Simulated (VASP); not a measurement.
**AlNi3Sb: single point with PBE**

The system is AlNi3Sb.

```
Sb Ni Al
1.0
     4.11901    0.00000    0.00000
    -2.05951    3.56717    0.00000
     0.00000    0.00000    4.93846
Sb Ni Al
1 3 1
Direct
  0.33333 0.66667 0.50000
  0.66667 0.33333 0.50000
  0.00000 0.00000 0.24426
  0.00000 0.00000 0.75574
  0.66667 0.33333 0.00000
```

The cell comes from a database or a generator and needn't be the stable form of this composition.

```yaml
Program: VASP 6.6.1
Task: single point
Functional: PBE
Potentials_or_basis: VASP PAW PBE potentials, release 64 (Sb, Ni, Al)
Cutoff: 520 eV
k_mesh: 8 × 8 × 6
Occupations: fermi-dirac, width 0.05 eV
Spin: collinear spin, ferromagnetic start
Starting_moments: "[0.0, 1.0, 1.0, 1.0, 0.0] μB"
Further_INCAR_settings: ALGO = Normal; EDIFF = 1e-07; NBANDS = 31
```

| Quantity | Value |
| --- | --- |
| Pressure | 1.4 GPa |
| Largest force | 0.080 eV/Å |
| Band gap on the k mesh | none (metal or under the smearing width) |
| Net moment | 0.00 μB per cell |
| Valence electrons inside the program's atomic spheres | Sb 2.50; Ni 9.62, 9.30; Al 0.73 |

Forces in eV/Å, atoms in the order of the input:
```
Sb   0.000  0.000  0.000
Ni   0.000  0.000  0.000
Ni   0.000  0.000 -0.080
Ni   0.000  0.000  0.080
Al   0.000  0.000  0.000
```

Stress tensor (GPa, compression positive):
```
1.40 0.00 0.00
0.00 1.40 0.00
0.00 0.00 1.52
```

Levels at points of the mesh, in eV from the Fermi level:
Spin up:
```csv
k point,band 15,band 16,band 17,band 18,band 19,band 20,band 21,band 22,band 23,band 24
"(0.00, 0.00, 0.00)",-1.09,-0.63,-0.63,0.50,2.18,2.18,2.25,2.42,2.42,4.79
"(0.50, 0.00, 0.00)",-1.27,-1.25,-0.91,-0.73,-0.67,-0.48,1.39,2.02,3.12,5.14
"(0.00, 0.00, 0.50)",-1.11,-1.10,-1.10,1.90,1.96,2.51,2.51,4.13,4.13,4.27
"(0.50, 0.00, 0.50)",-1.35,-1.34,-1.13,-0.90,-0.77,0.18,2.32,2.47,2.49,6.64
```
Spin down:
```csv
k point,band 16,band 17,band 18,band 19,band 20,band 21,band 22,band 23
"(0.00, 0.00, 0.00)",-0.63,-0.63,0.50,2.18,2.18,2.25,2.42,2.42
"(0.50, 0.00, 0.00)",-1.25,-0.91,-0.73,-0.67,-0.48,1.39,2.02,3.12
"(0.00, 0.00, 0.50)",-1.10,-1.10,1.90,1.96,2.51,2.51,4.13,4.13
"(0.50, 0.00, 0.50)",-1.34,-1.13,-0.90,-0.77,0.18,2.32,2.47,2.49
```

Run time: 3.3 min on 1 thread of Intel(R) Xeon(R) Platinum 8488C (Sapphire Rapids), with other jobs on the host, peak memory 0.31 GiB.

Spin-orbit coupling is left out, which matters for the levels of Sb.
